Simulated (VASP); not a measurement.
Energy against volume of CoGa (CsCl type). Computed with r2SCAN+rVV10, VASP's PBE PAW potentials (set 64) (plane waves; VASP). Numerical set-up: 520 eV cut-off, 13×13×13 Γ-centred mesh, first-order Methfessel-Paxton smearing of 0.10 eV, potentials Ga_d Co.

```tsv
V (Å³/atom)	E (eV/atom)
11.064	-12.24084
11.406	-12.24780
11.748	-12.24150
12.090	-12.22401
```

Q: Fit these four points and predict the energy of the run at 10.721 Å³/atom.

A: A cubic in V^(−2/3), the third-order Birch-Murnaghan form, passes through the four points with V0 = 11.40 Å³/atom and B0 = 207 GPa, and gives -12.2181 eV/atom there. The run gave -12.2182 eV/atom, -0.0 meV/atom from the fit; all five points give B0 = 207 GPa.

The compound is CoGa in the CsCl type structure. It was relaxed first. The run is not spin-polarised, so no magnetic state was tried.
